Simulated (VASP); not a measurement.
VASP ran on this input.

### KPOINTS
```
Automatic mesh
0
Gamma
 11 11 11
0 0 0
```

**INCAR**
```
# general
SYSTEM  = Hg
PREC    = Accurate
ENCUT   = 400
LREAL   = .FALSE.
LASPH   = .TRUE.

# electronic loop
EDIFF   = 1E-8
NELM    = 100
ALGO    = Normal
LMAXMIX = 6
LMIXTAU = .TRUE.

# smearing
ISMEAR  = 1
SIGMA   = 0.1

# functional
METAGGA = R2SCAN

# ions
IBRION  = 1
NSW     = 30
ISIF    = 2
EDIFFG  = -0.001

# output
LWAVE   = .FALSE.
LCHARG  = .FALSE.
```

POSCAR:
```
Hg
1.0
  2.4482420366  -1.8706310629  -0.0839156563
  2.4482420366   1.8706310629  -0.0839156563
  1.1202438885   0.0000000000   2.8714532665
Hg
1
Cartesian
  0.0000000000   0.0000000000   0.0000000000
```

POTCAR, in this order: Hg (PBE.64 set). Program: vasp_std.

Q: Write an equivalent input for Ansatz.

A: One equivalent input (not run):
Ansatz 0.2 input:
```yaml
crystal:
  lattice:
    - [2.4482420, -1.8706311, -0.0839157]
    - [2.4482420, 1.8706311, -0.0839157]
    - [1.1202439, 0.0000000, 2.8714533]
  atoms:
    - { symbol: Hg, position: [0.0000000, 0.0000000, 0.0000000] }
kpoints:
  mp_grid: { grid: [11, 11, 11] }
hamiltonian:
  xc: r2scan
  pseudopotentials: { kind: paw }
scf:
  occupations: { method: methfessel_paxton, width: 0.1 }
  max_iter: 100
relax:
  max_steps: 30
  f_tol: 0.001
output: { forces: true, stress: true, eigenvalues: true }
```
What does not carry over: each code has its own PAW files, so the cut-off isn't converted (ENCUT is set for VASP's; basis.ecutwfc is left out, and Ansatz then takes the one that its files recommend); Ansatz stops its SCF on the density residual and VASP on the energy change (EDIFF).

The compound is Hg in the a10 structure. It was relaxed first, which changed the volume by +16 %. The start is the result of an earlier pass.
